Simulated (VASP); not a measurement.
An input for Quantum ESPRESSO's pw.x (written as the equivalent of a VASP run, and not itself run):

```
&CONTROL
  calculation = 'vc-relax'
  pseudo_dir = './pseudo'
  outdir = './out'
  tprnfor = .true.
  tstress = .true.
  nstep = 30
  forc_conv_thr = 0.00039
/
&SYSTEM
  ibrav = 0
  nat = 2
  ntyp = 1
  ecutwfc = 66
  occupations = 'smearing'
  smearing = 'methfessel-paxton'
  degauss = 0.00735
  input_dft = 'vdw-df-obk8'
/
&ELECTRONS
  conv_thr = 7.3e-09
  electron_maxstep = 100
/
&IONS
/
&CELL
  cell_dofree = 'shape'
/
ATOMIC_SPECIES
  Bi 208.980 Bi.upf
CELL_PARAMETERS angstrom
     4.2830086   -2.3116145    0.0166597
     4.2830086    2.3116145    0.0166597
     3.0206101    0.0000000    3.8162700
ATOMIC_POSITIONS crystal
  Bi   0.2334650  0.2334650  0.2334650
  Bi   0.7665350  0.7665350  0.7665350
K_POINTS automatic
  10 10 10 0 0 0
```

Translate this input to VASP (INCAR, KPOINTS, POSCAR, choice of POTCAR).

This is not unique; one that fits is 
**INCAR**
```
LUSE_VDW = .True.
NSW = 30   # most ionic steps
SIGMA = 0.1   # width (eV)
EDIFFG = -0.01   # ionic stop
ISMEAR = 1
NELM = 100   # most electronic steps
LMAXMIX = 4   # l cut-off of mixed one-centre charges
IBRION = 2
LREAL = .False.   # projection in real space or not
EDIFF = 1E-7   # SCF stop (eV)
PARAM1 = 0.1833333333
ISIF = 4   # ions and shape, fixed volume
PARAM2 = 0.22
ENCUT = 520
AGGAC = 0.0
ALGO = Normal   # blocked Davidson
LASPH = .True.   # aspherical one-centre terms
LWAVE = .False.
LCHARG = .False.
GGA = BO
PREC = Accurate
SYSTEM = Bi
```

**KPOINTS**
```
Automatic mesh
0
Gamma
10 10 10
0 0 0
```

### POSCAR
```
Bi
1
    4.2830086476    -2.3116144651     0.0166596536
    4.2830086476     2.3116144651     0.0166596536
    3.0206100719     0.0000000000     3.8162700082
Bi
2
Direct
  0.2334650142   0.2334650142   0.2334650142
  0.7665349858   0.7665349858   0.7665349858
```

POTCAR, in this order: Bi_d (PBE.64 set). Program: vasp_std.

The two are equivalent in intent, not identical: the potentials are each code's own (VASP's PAW set, PseudoDojo norm-conserving files in pw.x), so ENCUT and ecutwfc are chosen apart and not converted; conv_thr bounds pw.x's estimated SCF error, while EDIFF bounds the energy change between steps; forc_conv_thr acts on force components and is met together with etot_conv_thr.

The compound is Bi in the a7 structure. This cell is one point of a volume scan, at 1.03 of the reference volume. Symmetry was kept, so distortions that lower it aren't found.
